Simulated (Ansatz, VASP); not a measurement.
# HfCr: VASP beside Ansatz, part 2 of 2

Aim: how closely do two programs agree when they are given the same cell, functional and k mesh? The cell is invented: As first built, before any earlier steps moved the atoms (in the runner's words): it takes the HfTi structure with some of its atoms replaced by other elements, volume scaled by an estimate. It may not be a known or stable phase. The cell is taken from a series of VASP runs on this material, whose earlier steps may have relaxed, scaled or displaced it; both programs get it as it stands.

VASP 6.6.1 and Ansatz 0.2.0.

So far: Set-up; Ansatz: relaxation of cell and atoms, r2SCAN.

## (3) VASP: relaxation of cell and atoms, r2SCAN

Level of this step: r2SCAN, spin-polarised from a ferromagnetic start (one magnetic atom a cell); plane waves and PAW (Hf_pv, Cr_pv); invented cell (VASP).

The same cell, functional, mesh and smearing now go to VASP, with its own data sets and cutoff.

Lines of VASP's logs that name or quote its potential files are left out, and so is its time.

File INCAR:

```
SYSTEM = HfCr
PREC = Accurate
ENCUT = 400
EDIFF = 1E-06
NELM = 100
ISMEAR = 0
SIGMA = 0.05
LREAL = .FALSE.
ALGO = Normal
METAGGA = R2SCAN
LASPH = .TRUE.
NBANDS = 18
ISPIN = 2
MAGMOM = 0 3
LMAXMIX = 4
LORBIT = 11
LWAVE = .FALSE.
LCHARG = .FALSE.
IBRION = 2
NSW = 60
ISIF = 3
EDIFFG = -0.01
```

File POSCAR:

```
HfCr
1.0
    3.1025576269      0.0000000000      0.0000000000
   -1.5512788135      2.6868946471      0.0000000000
    0.0000000000      0.0000000000      4.5222447933
Hf Cr
1 1
Direct
    0.6666666700      0.3333333300      0.5000000000
    0.3333333300      0.6666666700      0.0000000000
```

File KPOINTS:

```
Automatic mesh
0
Gamma
8 8 5
0 0 0
```

Potentials, in the order of the species: Hf_pv and Cr_pv (PBE family, release 64).

Launch:

```bash
mpirun -np 1 vasp_std
```

Numbers of over 12 decimals in the logs are rounded to 6 here.

Log:

```text
[banner, memory and clock lines left out]
running    1 mpi-ranks, on    1 nodes
 distrk:  each k-point on    1 cores,    1 groups
 distr:  one band on    1 cores,    1 groups

 POSCAR found type information on POSCAR HfCr
 POSCAR found :  2 types and       2 ions
|                                                                             |
|               ----> ADVICE to this user running VASP <----                  |
|                                                                             |
|     You enforced a specific xc type in the INCAR file but a different       |
|     [... a line on the potential file left out ...]
|     I HOPE YOU KNOW WHAT YOU ARE DOING!                                     |
|                                                                             |

 LDA part: xc-table for (None), standard interpolation
 POSCAR, INCAR and KPOINTS ok, starting setup
 FFT: planning ... GRIDC
 FFT: planning ... GRID_SOFT
 FFT: planning ... GRID
 WAVECAR not read
 entering main loop
       N       E                     dE             d eps       ncg     rms          rms(c)
DAV:   1     0.914902033169E+02    0.91490E+02   -0.11486E+04  2160   0.107E+03
DAV:   2    -0.607617019764E+02   -0.15225E+03   -0.14937E+03  2268   0.333E+02
DAV:   3    -0.659875513138E+02   -0.52258E+01   -0.51266E+01  2610   0.597E+01
DAV:   4    -0.660792174450E+02   -0.91666E-01   -0.91421E-01  2678   0.766E+00
DAV:   5    -0.660820553898E+02   -0.28379E-02   -0.28130E-02  3026   0.104E+00    0.680E+01
DAV:   6    -0.670322324237E+02   -0.95018E+00   -0.10494E+02  2388   0.605E+01    0.311E+01
DAV:   7    -0.638005654507E+02    0.32317E+01   -0.16496E+02  2680   0.627E+01    0.511E+01
DAV:   8    -0.586275471133E+02    0.51730E+01   -0.28669E+01  2678   0.219E+01    0.114E+01
DAV:   9    -0.588886648267E+02   -0.26112E+00   -0.10438E+00  2452   0.641E+00    0.848E+00
DAV:  10    -0.589923497201E+02   -0.10368E+00   -0.33331E-01  2866   0.320E+00    0.533E+00
DAV:  11    -0.592410914900E+02   -0.24874E+00   -0.81917E-01  2694   0.341E+00    0.331E+00
DAV:  12    -0.593013328498E+02   -0.60241E-01   -0.20034E-01  2658   0.238E+00    0.452E+00
DAV:  13    -0.593863542929E+02   -0.85021E-01   -0.32184E-01  2608   0.213E+00    0.161E+00
DAV:  14    -0.594078985782E+02   -0.21544E-01   -0.87422E-02  2652   0.125E+00    0.144E+00
[...]
DAV:  19    -0.594103819339E+02    0.19726E-03   -0.50282E-04  2524   0.110E-01    0.141E-01
DAV:  20    -0.594104338503E+02   -0.51916E-04   -0.69813E-04  2556   0.111E-01    0.785E-02
DAV:  21    -0.594104514538E+02   -0.17604E-04   -0.25076E-04  2550   0.644E-02    0.460E-02
DAV:  22    -0.594104774093E+02   -0.25955E-04   -0.15360E-05  2364   0.246E-02    0.295E-02
DAV:  23    -0.594104730127E+02    0.43965E-05   -0.10005E-05  2466   0.125E-02    0.211E-02
DAV:  24    -0.594104645588E+02    0.84540E-05   -0.13093E-05  2456   0.138E-02    0.760E-03
DAV:  25    -0.594104630688E+02    0.14900E-05   -0.14388E-06  1576   0.630E-03    0.240E-03
DAV:  26    -0.594104624124E+02    0.65638E-06   -0.36462E-07  1188   0.307E-03
   1 F= -.59410462E+02 E0= -.59409231E+02  d E =-.594105E+02  mag=     2.8283
[...]
2 F= -.59412215E+02 E0= -.59411109E+02  d E =-.175241E-02  mag=     2.8117
[...]
3 F= -.59412270E+02 E0= -.59411196E+02  d E =-.180797E-02  mag=     2.8091
[...]
4 F= -.59412280E+02 E0= -.59411197E+02  d E =-.181745E-02  mag=     2.8098
[...]
5 F= -.59412470E+02 E0= -.59411400E+02  d E =-.189804E-03  mag=     2.8122
 trial-energy change:   -0.000190  1 .order   -0.000145   -0.000475    0.000186
 step:   0.8295(harm=  0.7574)  dis= 0.00000  next Energy=   -59.412489 (dE=-0.209E-03)
 bond charge predicted
       N       E                     dE             d eps       ncg     rms          rms(c)
DAV:   1    -0.594128933444E+02   -0.42412E-03   -0.74553E-03  2190   0.853E-01    0.358E-01
DAV:   2    -0.594134988796E+02   -0.60554E-03   -0.11870E-02  2548   0.730E-01    0.554E-01
DAV:   3    -0.594124615371E+02    0.10373E-02   -0.48361E-03  2640   0.415E-01    0.564E-02
DAV:   4    -0.594124758964E+02   -0.14359E-04   -0.69800E-05  2330   0.542E-02    0.328E-02
DAV:   5    -0.594124720053E+02    0.38911E-05   -0.14495E-05  2760   0.201E-02    0.183E-02
DAV:   6    -0.594124738189E+02   -0.18136E-05   -0.22202E-06  1616   0.104E-02    0.966E-03
DAV:   7    -0.594124808743E+02   -0.70554E-05   -0.67606E-07  1360   0.522E-03    0.535E-03
DAV:   8    -0.594124852058E+02   -0.43315E-05   -0.18657E-07  1174   0.312E-03    0.332E-03
DAV:   9    -0.594124860831E+02   -0.87727E-06   -0.50515E-08  1166   0.140E-03
   6 F= -.59412486E+02 E0= -.59411414E+02  d E =-.206223E-03  mag=     2.8118
 curvature:  -0.41 expect dE=-0.220E-05 dE for cont linesearch -0.422E-06
 trial: gam= 0.00000 g(F)=  0.352E-44 g(S)=  0.539E-05 ort =-0.231E-04 (trialstep = 0.101E+01)
 search vector abs. value=  0.539E-05
 reached required accuracy - stopping structural energy minimisation
```

From OUTCAR (step 3):

```text
ion  position               nearest neighbor table
   1  0.667  0.333  0.500-   2 2.88   2 2.88   2 2.88   2 2.88   2 2.88   2 2.88
   2  0.333  0.667  0.000-   1 2.88   1 2.88   1 2.88   1 2.88   1 2.88   1 2.88

  LATTYP: Found a hexagonal cell.
 ALAT       =     3.1025576269
 C/A-ratio  =     1.4575860748

 Subroutine GETGRP returns: Found 12 space group operations
 (whereof 12 operations were pure point group operations)

The static configuration has the point symmetry D_3h.

 Found     30 irreducible k-points:

   k-points           NKPTS =     30   k-points in BZ     NKDIM =     30   number of bands    NBANDS=     18

   dimension x,y,z NGX =    20 NGY =   20 NGZ =   30
   dimension x,y,z NGXF=    40 NGYF=   40 NGZF=   60

   ENCUT  =  400.0 eV  29.40 Ry    5.42 a.u.   5.06  5.06  7.37*2*pi/ulx,y,z

   NELECT =      22.0000    total number of electrons

 k-points in reciprocal lattice and weights: Automatic mesh
   0.00000000  0.00000000  0.00000000       0.003
   0.12500000  0.00000000  0.00000000       0.019
   0.25000000  0.00000000  0.00000000       0.019
   0.37500000  0.00000000  0.00000000       0.019
   0.50000000  0.00000000  0.00000000       0.009
   0.12500000  0.12500000  0.00000000       0.019
   0.25000000  0.12500000  0.00000000       0.038
   0.37500000  0.12500000  0.00000000       0.038
   0.25000000  0.25000000  0.00000000       0.019
[...]
0.25000000  0.25000000  0.40000000       0.038
   0.37500000  0.25000000  0.40000000       0.038

 average (electrostatic) potential at core
       1 -41.7069       2 -74.8583

 E-fermi :   5.8996

 spin component 1
 k-point     1 :       0.0000    0.0000    0.0000
  band No.  band energies     occupation
    ...
      8       2.3126      1.00000
      9       4.5426      1.00000
     10       4.5427      1.00000
     11       4.7303      1.00000
     12       4.7303      1.00000
     13       6.5045      0.00000
     14       7.2501      0.00000
     15       7.5592      0.00000
     16       8.0852      0.00000
     17       8.0852      0.00000
    ...

 k-point     2 :       0.1250    0.0000    0.0000
  band No.  band energies     occupation
    ...
      8       2.5825      1.00000
      9       4.3587      1.00000
     10       4.4872      1.00000
     11       4.6396      1.00000
     12       4.7111      1.00000
     13       6.6257      0.00000
     14       6.8199      0.00000
     15       7.5560      0.00000
     16       7.7779      0.00000
     17       8.5554      0.00000
    ...

 k-point     3 :       0.2500    0.0000    0.0000
  band No.  band energies     occupation
    ...
      8       3.0227      1.00000
      9       3.8632      1.00000
     10       4.0467      1.00000
     11       4.4276      1.00000
     12       5.1448      1.00000
     13       6.2799      0.00000
     14       6.6085      0.00000
     15       7.5535      0.00000
     16       7.8796      0.00000
     17       9.8922      0.00000
    ...

 k-point     4 :       0.3750    0.0000    0.0000
  band No.  band energies     occupation
    ...
      8       2.9421      1.00000
      9       3.2541      1.00000
     10       4.0857      1.00000
     11       4.2248      1.00000
     12       5.6284      1.00000
     13       6.0067      0.00123
     14       6.5792      0.00000
     15       7.5396      0.00000
     16       8.5200      0.00000
     17      10.8218      0.00000
    ...

 k-point     5 :       0.5000    0.0000    0.0000
  band No.  band energies     occupation
    ...
      8       2.7692      1.00000
      9       3.0143      1.00000
     10       4.1433      1.00000
     11       4.2840      1.00000
     12       5.8479      0.92824
     13       5.9272      0.21832
     14       6.7599      0.00000
     15       7.4849      0.00000
     16       8.2449      0.00000
     17      10.7895      0.00000
    ...

 k-point     6 :       0.1250    0.1250    0.0000
  band No.  band energies     occupation
    ...
      8       2.9756      1.00000
      9       4.0546      1.00000
     10       4.0592      1.00000
     11       4.4716      1.00000
     12       5.0445      1.00000
     13       6.4236      0.00000
     14       6.7434      0.00000
     15       7.5330      0.00000
     16       7.5771      0.00000
     17       9.5275      0.00000
    ...

  Total       -0.0066287     -0.0066287     -0.0116467      0.0000000      0.0000000      0.0000000
  in kB       -0.2831811     -0.2831813     -0.4975530      0.0000000      0.0000000      0.0000000
  external PRESSURE =      -0.3546385 kB  Pullay stress =       0.0000000 kB

  energy-cutoff  :      400.00
  volume of cell :       37.50
      direct lattice vectors                 reciprocal lattice vectors
     3.112232484 -0.000000000  0.000000000     0.321312757  0.185509943  0.000000000
    -1.556116242  2.695273327  0.000000000     0.000000000  0.371019885  0.000000000
    -0.000000000 -0.000000000  4.470931075    -0.000000000 -0.000000000  0.223667058

 POSITION                                       TOTAL-FORCE (eV/Angst)
 -----------------------------------------------------------------------------------
      1.55612      0.89842      2.23547         0.000000     -0.000000     -0.000000
     -0.00000      1.79685      0.00000        -0.000000      0.000000      0.000000
 -----------------------------------------------------------------------------------
    total drift:                                0.000024     -0.000007     -0.000000

  FREE ENERGIE OF THE ION-ELECTRON SYSTEM (eV)
  ---------------------------------------------------
  free  energy   TOTEN  =       -59.4124860831 eV

  energy  without entropy=      -59.4103428091  energy(sigma->0) =      -59.41141445

 reached required accuracy - stopping structural energy minimisation

 total charge
# of ion       s       p       d       tot
------------------------------------------
    1        0.421   6.448   1.576   8.445
    2        0.544   6.222   4.058  10.825
--------------------------------------------------
tot          0.965  12.670   5.635  19.270

 magnetization (x)
# of ion       s       p       d       tot
------------------------------------------
    1       -0.020  -0.064  -0.307  -0.390
    2        0.050   0.036   3.080   3.166
--------------------------------------------------
tot          0.030  -0.028   2.773   2.776

[... 6 further parts left out ...]
```

CONTCAR:

```
HfCr
   1.00000000000000
     3.1122324835102617   -0.0000000000001804    0.0000000000000000
    -1.5561162418054428    2.6952733273725116    0.0000000000000000
    -0.0000000000000000   -0.0000000000000000    4.4709310754816061
  Hf              Cr
     1     1
Direct
     0.6666666699999979    0.3333333300000021    0.5000000000000000
     0.3333333300000021    0.6666666699999979    0.0000000000000000
```

The cell holds one magnetic atom, so no antiferromagnetic order fits into it. SCAN-type functionals tend to overstate the moments of itinerant magnets. Harder data sets than Hf_pv exist (the GW ones), and pressures, volumes and forces can shift noticeably with them. The run keeps the 12 symmetry operations of its start, so it cannot find a distortion of lower symmetry.

## (4) Differences

Known differences besides the potentials themselves: VASP keeps PBE cores, Ansatz makes them for the functional; both relaxations stop at a tolerance, which leaves soft axes loose, and VASP keeps its plane-wave basis; the data sets hold 40 valence electrons in Ansatz (default PAW (the set named soft_2) files) and 22 in VASP; the cutoff is 500 eV in Ansatz and 400 eV in VASP; Ansatz adds a Pulay correction to the stress that steers its cell, VASP none; site moments are counted in spheres of each program's own size. Total energies have different zeros and are not compared.

The two programs side by side:

| quantity | Ansatz | VASP | difference |
| --- | --- | --- | --- |
| volume (Å³) | 37.82 | 37.50 | +0.85 % |
| edge a after relaxation, in the typed setting (Å) | 3.118 | 3.112 | +0.17 % |
| edge c after relaxation, in the typed setting (Å) | 4.493 | 4.471 | +0.50 % |
| total moment (μB) | 2.82 | 2.81 | +0.01 |
| moment on Cr2 (μB) | 3.19 | 3.17 | +0.03 |
| moment on Hf1 (μB) | -0.30 | -0.39 | +0.09 |

The walks stopped with 0.01 GPa left in Ansatz and -0.04 GPa in VASP; each walk ends within a tolerance, so the volume difference is uncertain by about these residues over the bulk modulus, most in soft cells.

## (5) What came out

```
difference in volume (relaxation of cell and atoms, r2SCAN) : 0.85 %
```

**Reading.** The difference in volume is 0.85 % (relaxation of cell and atoms, r2SCAN), within the 1.2 % picked in this series as the mark of a large difference, as far as the stopping tolerances let one tell. Such differences can come from data sets, numerical settings and the points named under the comparisons, not from the functional's error against experiment.

[Lines on the potential files, build, host, timing and source positions are cut from VASP's logs without a mark.]

[Logs are printed without paths, hosts, clocks, repeated set-up lines and the standing remarks that a program may print on its own settings, such as how far it seeks lower states.]

[Hosts, paths, dates, database ids (printed as entryN), source tags and the programs' standing remarks are cut or masked in the printed files.]
